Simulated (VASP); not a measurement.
The system is SnTe.

```
Sn Te
1.0
     0.00000    3.15085    3.15085
     3.15085    0.00000    3.15085
     3.15085    3.15085    0.00000
Sn Te
1 1
Direct
  0.00000 0.00000 0.00000
  0.50000 0.50000 0.50000
```

```yaml
Program: VASP 6.6.1
Task: relaxation of cell and atoms
Functional: RPBE
Potentials_or_basis: VASP PAW PBE potentials, release 64 (Sn_d, Te)
Cutoff: 600 eV
k_mesh: 10 × 10 × 10
Occupations: gaussian, width 0.03 eV
Spin: no spin polarisation
```

At the start: pressure 3.7 GPa; volume 31.28 Å³/atom.

Q: How do energy, volume and symmetry change on relaxing?

A: Over 3 steps the energy falls by 29.9 meV/atom and the volume is 34.05 Å³/atom (+8.9 %); space group Fm-3m (No. 225, to 0.05 Å).

Step by step:
```
step  energy change (eV)  largest force (eV/Å)  pressure (GPa)  volume (Å³)
   1              0.0000                0.0000            3.70        62.56
   2             -0.0574                0.0000           -0.62        69.34
   3             -0.0598                0.0000            0.01        68.10
```

Final structure:
```
Sn Te
1.0
     0.00000    3.24127    3.24127
     3.24127    0.00000    3.24127
     3.24127    3.24127    0.00000
Sn Te
1 1
Direct
  0.00000 0.00000 0.00000
  0.50000 0.50000 0.50000
```

Caveat: the PAW data sets were made with another functional, which shifts forces and pressure a little.
